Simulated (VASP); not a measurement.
Output of a VASP run:

File OSZICAR:
```
       N       E                     dE             d eps       ncg     rms          rms(c)
DAV:   1     0.795721076752E+02    0.79572E+02   -0.83120E+03  8188   0.160E+03
DAV:   2    -0.152071869868E+02   -0.94779E+02   -0.87474E+02  8121   0.258E+02
DAV:   3    -0.174046834404E+02   -0.21975E+01   -0.21406E+01  9640   0.557E+01
DAV:   4    -0.174380710309E+02   -0.33388E-01   -0.33379E-01 11576   0.528E+00
DAV:   5    -0.174383913677E+02   -0.32034E-03   -0.32033E-03 10021   0.483E-01    0.163E+01
DAV:   6    -0.153984785516E+02    0.20399E+01   -0.14300E+01  8730   0.783E+01    0.707E+00
DAV:   7    -0.150311701042E+02    0.36731E+00   -0.18551E+00  9276   0.271E+01    0.397E+00
DAV:   8    -0.150086955664E+02    0.22475E-01   -0.18832E-02 11387   0.165E+00    0.202E+00
DAV:   9    -0.149920084119E+02    0.16687E-01   -0.39704E-03 12092   0.109E+00    0.663E-01
DAV:  10    -0.149923925725E+02   -0.38416E-03   -0.13942E-03 11019   0.620E-01    0.137E-01
DAV:  11    -0.149923559377E+02    0.36635E-04   -0.50758E-05 12015   0.106E-01    0.331E-02
DAV:  12    -0.149923485954E+02    0.73423E-05   -0.41348E-06  8773   0.237E-02    0.181E-02
DAV:  13    -0.149923469495E+02    0.16460E-05   -0.19092E-06  5521   0.219E-02    0.117E-02
DAV:  14    -0.149923467554E+02    0.19410E-06   -0.62604E-07  4914   0.123E-02
   1 F= -.14992347E+02 E0= -.14992735E+02  d E =-.149923E+02  mag=     3.1611
```

File OUTCAR:
```
------------------------ aborting loop because EDIFF is reached ----------------------------------------
  FORCE on cell =-STRESS in cart. coord.  units (eV):
  Direction    XX          YY          ZZ          XY          YZ          ZX
  --------------------------------------------------------------------------------------
  Total        0.0113476      0.0113476      0.0129054      0.0000000      0.0000000     -0.0000000
  in kB        0.8825396      0.8825398      1.0037018      0.0000000      0.0000000     -0.0000000
  external PRESSURE =       0.9229270 kB  Pullay stress =       0.0000000 kB
  volume of cell :       20.60
      direct lattice vectors                 reciprocal lattice vectors
     1.226188376 -2.123820787  0.000000000     0.407767689 -0.235424760  0.000000000
     1.226188376  2.123820787  0.000000000     0.407767689  0.235424760  0.000000000
     0.000000000  0.000000000  3.955249391     0.000000000  0.000000000  0.252828558
 POSITION                                       TOTAL-FORCE (eV/Angst)
 -----------------------------------------------------------------------------------
      1.22619      0.70794      0.98881         0.000000      0.000000      0.000000
      1.22619     -0.70794      2.96644        -0.000000     -0.000000      0.000000
 -----------------------------------------------------------------------------------
    total drift:                                0.000022     -0.000005     -0.000029
  FREE ENERGIE OF THE ION-ELECTRON SYSTEM (eV)
  ---------------------------------------------------
  free  energy   TOTEN  =       -14.9923467554 eV

  energy  without entropy=      -14.9935120888  energy(sigma->0) =      -14.99273520

 total charge

# of ion       s       p       d       tot
------------------------------------------
    1        0.511   0.571   7.293   8.375
    2        0.511   0.571   7.293   8.375
--------------------------------------------------
tot          1.022   1.142  14.587  16.750

 magnetization (x)

# of ion       s       p       d       tot
------------------------------------------
    1       -0.016  -0.049   1.646   1.582
    2       -0.016  -0.049   1.646   1.582
--------------------------------------------------
tot         -0.031  -0.098   3.293   3.163

 reached required accuracy - stopping structural energy minimisation
```
(Selected blocks of OUTCAR.)

### POSCAR
```
Co
1
    1.2261883759    -2.1238207870    -0.0000000000
    1.2261883759     2.1238207870    -0.0000000000
    0.0000000000     0.0000000000     3.9552493909
Co
2
Direct
  0.3333330000   0.6666670000   0.2500000000
  0.6666670000   0.3333330000   0.7500000000
```

Reconstruct the remaining input files.

This is not unique; one that fits is the input of the run itself, AM05 GGA, plane waves, VASP's PBE PAW potentials (set 64).

**INCAR**
```
ALGO = Normal
EDIFF = 1E-6
EDIFFG = -0.01
ENCUT = 520
GGA = AM
IBRION = 2
ISIF = 3
ISMEAR = 1
ISPIN = 2
LASPH = .TRUE.
LCHARG = .FALSE.
LMAXMIX = 4
LORBIT = 10
LREAL = .FALSE.
LWAVE = .FALSE.
MAGMOM = 2*1.6
NELM = 100
NSW = 60
PREC = Accurate
SIGMA = 0.1
SYSTEM = Co
```

### KPOINTS
```
K-points
0
gamma
15 15 8
0 0 0
```

POTCAR, in this order: Co (PBE.64 set). Program: vasp_std.

The compound is Co in the hcp structure. It was relaxed first, which changed the volume by -7 %. The start is the result of an earlier pass.
